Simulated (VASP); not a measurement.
Given:

```yaml
crystal:
  lattice:
    - [1.90898, -3.30644, 0.00000]
    - [1.90898, 3.30644, 0.00000]
    - [0.00000, 0.00000, 6.58247]
  atoms:
    - { symbol: Sn, position: [0.00000, 0.00000, 0.00000] }
    - { symbol: Se, position: [0.33333, 0.66667, 0.23814] }
    - { symbol: Se, position: [0.66667, 0.33333, 0.76186] }
```

Level of theory: MS2 meta-GGA, VASP's PBE PAW potentials (set 64) (plane waves; VASP 6.6.1). Settings: 520 eV cut-off, 8×8×4 Γ-centred mesh, tetrahedra with Blöchl corrections, potentials Sn_d Se.

The cores are frozen, which limits the accuracy of field gradients.

Give the principal components of the electric field gradient (V/Å²) and the asymmetry η at each nucleus.

```tsv
atom	Vxx	Vyy	Vzz	η
Sn1	-1.3	-1.3	2.6	0.00
Se2	42.8	42.8	-85.7	0.00
Se3	42.8	42.8	-85.7	0.00
```

The compound is SnSe2 in the 1T layered structure. It was relaxed first, which changed the volume by +8 %.
